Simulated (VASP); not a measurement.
Level of theory: PW91 GGA, VASP's PBE PAW potentials (set 64) (plane waves; VASP 6.6.1).

VASP ran on this input.

File KPOINTS:
```
Automatic mesh
0
Gamma
12 12 7
0 0 0
```

**POSCAR**
```
Ho
1.0
  1.8194017069  -3.1512962518   0.0000000000
  1.8194017069   3.1512962518   0.0000000000
  0.0000000000   0.0000000000   5.5988223860
Ho
2
Cart
  1.8194017069   1.0504341848   1.3997055965
  1.8194017069  -1.0504341848   4.1991167895
```

### INCAR
```
SYSTEM=Ho
PREC=Accurate; ENCUT=520; LREAL=.False.
LASPH=.True.
EDIFF=1E-7; NELM=100; ALGO=Normal
LMAXMIX=6
ISMEAR=1; SIGMA=0.1
GGA=91
IBRION=2; NSW=30; ISIF=4
EDIFFG=-0.01
LWAVE=.False.; LCHARG=.False.
```

POTCAR, in this order: Ho_3 (PBE.64 set). Program: vasp_std.

The run wrote:

File OUTCAR:
```
 ion  position               nearest neighbor table
   1  0.333  0.667  0.250-   2 3.50   2 3.50   2 3.50   2 3.50   2 3.50   2 3.50
   2  0.667  0.333  0.750-   1 3.50   1 3.50   1 3.50   1 3.50   1 3.50   1 3.50
  LATTYP: Found a hexagonal cell.
 ALAT       =     3.6388034624
 C/A-ratio  =     1.5386437998
 Subroutine PRICEL returns:
 Original cell was already a primitive cell.
 Subroutine GETGRP returns: Found 24 space group operations
The static configuration has the point symmetry D_3d.
 The point group associated with its full space group is D_6h.
The dynamic configuration has the point symmetry D_3d.
 Subroutine INISYM returns: Found 24 space group operations
 Subroutine IBZKPT returns following result:
 Found     76 irreducible k-points:

 Following reciprocal coordinates:
            Coordinates               Weight
  0.000000  0.000000  0.000000      1.000000
  0.083333  0.000000  0.000000      6.000000
  0.166667 -0.000000  0.000000      6.000000
  0.250000  0.000000  0.000000      6.000000
  0.333333  0.000000  0.000000      6.000000
  0.416667  0.000000  0.000000      6.000000
  0.500000  0.000000  0.000000      3.000000
  0.083333  0.083333  0.000000      6.000000
  0.166667  0.083333  0.000000     12.000000
  0.250000  0.083333  0.000000     12.000000
  0.333333  0.083333  0.000000     12.000000
  0.416667  0.083333  0.000000     12.000000
  0.166667  0.166667  0.000000      6.000000
  0.250000  0.166667  0.000000     12.000000
  0.333333  0.166667  0.000000     12.000000
  0.416667  0.166667  0.000000      6.000000
  0.250000  0.250000  0.000000      6.000000
  0.333333  0.250000  0.000000     12.000000
  0.333333  0.333333  0.000000      2.000000
  0.000000  0.000000  0.142857      2.000000
  0.083333  0.000000  0.142857     12.000000
  0.166667 -0.000000  0.142857     12.000000
...
```

OSZICAR:
```
       N       E                     dE             d eps       ncg     rms          rms(c)
DAV:   1     0.825503240098E+02    0.82550E+02   -0.82940E+03  2229   0.127E+03
DAV:   2    -0.419048652704E+01   -0.86741E+02   -0.85015E+02  2891   0.535E+02
DAV:   3    -0.883431185851E+01   -0.46438E+01   -0.44330E+01  3309   0.888E+01
DAV:   4    -0.902970996612E+01   -0.19540E+00   -0.19016E+00  3424   0.126E+01
DAV:   5    -0.903454526391E+01   -0.48353E-02   -0.48175E-02  3326   0.216E+00    0.233E+01
DAV:   6    -0.902738980498E+01    0.71555E-02   -0.34213E-02  3308   0.240E+00    0.139E+01
DAV:   7    -0.903575716196E+01   -0.83674E-02   -0.60292E-02  3159   0.328E+00    0.333E-01
DAV:   8    -0.903544291776E+01    0.31424E-03   -0.38836E-03  2881   0.675E-01    0.615E-02
DAV:   9    -0.903547429837E+01   -0.31381E-04   -0.26930E-04  3332   0.197E-01    0.377E-02
DAV:  10    -0.903546882216E+01    0.54762E-05   -0.40624E-05  3316   0.668E-02    0.563E-02
DAV:  11    -0.903546926091E+01   -0.43875E-06   -0.51670E-06  3183   0.210E-02    0.330E-03
DAV:  12    -0.903546948313E+01   -0.22222E-06   -0.39992E-07  2467   0.696E-03    0.172E-03
DAV:  13    -0.903546947066E+01    0.12471E-07   -0.33787E-08  1718   0.375E-03
   1 F= -.90354695E+01 E0= -.90344013E+01  d E =-.903547E+01
       N       E                     dE             d eps       ncg     rms          rms(c)
DAV:   1    -0.903743089975E+01   -0.19614E-02   -0.69812E-02  2915   0.238E+00    0.180E-01
DAV:   2    -0.903656095438E+01    0.86995E-03   -0.19600E-03  3153   0.575E-01    0.105E-01
DAV:   3    -0.903614128477E+01    0.41967E-03   -0.50154E-04  3523   0.213E-01    0.606E-02
DAV:   4    -0.903614037099E+01    0.91377E-06   -0.74638E-05  3099   0.695E-02    0.248E-02
DAV:   5    -0.903614052857E+01   -0.15758E-06   -0.35115E-06  3712   0.209E-02    0.370E-03
DAV:   6    -0.903614048132E+01    0.47256E-07   -0.12768E-07  1994   0.347E-03
   2 F= -.90361405E+01 E0= -.90351445E+01  d E =-.671011E-03
       N       E                     dE             d eps       ncg     rms          rms(c)
DAV:   1    -0.903748967459E+01   -0.13491E-02   -0.61197E-02  2885   0.223E+00    0.168E-01
DAV:   2    -0.903671970629E+01    0.76997E-03   -0.17190E-03  3130   0.540E-01    0.995E-02
DAV:   3    -0.903635029277E+01    0.36941E-03   -0.44194E-04  3544   0.199E-01    0.582E-02
DAV:   4    -0.903634921664E+01    0.10761E-05   -0.64249E-05  3080   0.647E-02    0.233E-02
DAV:   5    -0.903634934977E+01   -0.13313E-06   -0.34030E-06  3696   0.212E-02    0.357E-03
DAV:   6    -0.903634931540E+01    0.34366E-07   -0.12030E-07  1936   0.338E-03
   3 F= -.90363493E+01 E0= -.90354565E+01  d E =-.879845E-03
```

**OUTCAR**
```
------------------------ aborting loop because EDIFF is reached ----------------------------------------
  FORCE on cell =-STRESS in cart. coord.  units (eV):
  Direction    XX          YY          ZZ          XY          YZ          ZX
  --------------------------------------------------------------------------------------
  Total       -0.4506216     -0.4506216     -0.4491650      0.0000000      0.0000000      0.0000000
  in kB      -11.2454820    -11.2454824    -11.2091325      0.0000000      0.0000000      0.0000000
  external PRESSURE =     -11.2333656 kB  Pullay stress =       0.0000000 kB
  volume of cell :       64.20
      direct lattice vectors                 reciprocal lattice vectors
     1.812708687 -3.139703599  0.000000000     0.275830310 -0.159250701  0.000000000
     1.812708687  3.139703599  0.000000000     0.275830310  0.159250701  0.000000000
    -0.000000000  0.000000000  5.640243507     0.000000000  0.000000000  0.177297310
 POSITION                                       TOTAL-FORCE (eV/Angst)
 -----------------------------------------------------------------------------------
      1.81271      1.04657      1.41006        -0.000000      0.000000      0.000000
      1.81271     -1.04657      4.23018         0.000000      0.000000      0.000000
 -----------------------------------------------------------------------------------
    total drift:                                0.000000      0.000092     -0.000011
  FREE ENERGIE OF THE ION-ELECTRON SYSTEM (eV)
  ---------------------------------------------------
  free  energy   TOTEN  =        -9.0363493154 eV

  energy  without entropy=       -9.0336710084  energy(sigma->0) =       -9.03545655

 reached required accuracy - stopping structural energy minimisation
```
(Selected blocks of OUTCAR.)

### CONTCAR
```
Ho
   1.00000000000000
     1.8127086872859708   -3.1397035988546786    0.0000000000000000
     1.8127086872859708    3.1397035988546786    0.0000000000000000
    -0.0000000000000000    0.0000000000000000    5.6402435068807248
  Ho
     2
Direct
     0.3333330000000032    0.6666669999999968    0.2500000000000000
     0.6666669999999968    0.3333330000000032    0.7500000000000000
```

The 4f electrons are frozen in the core of the lanthanide potential, so 4f levels, which can set the real gap, and their magnetism are missing.

The compound is Ho in the hcp structure. This cell is one point of a volume scan, at 1.03 of the reference volume. Symmetry was kept, so distortions that lower it aren't found.
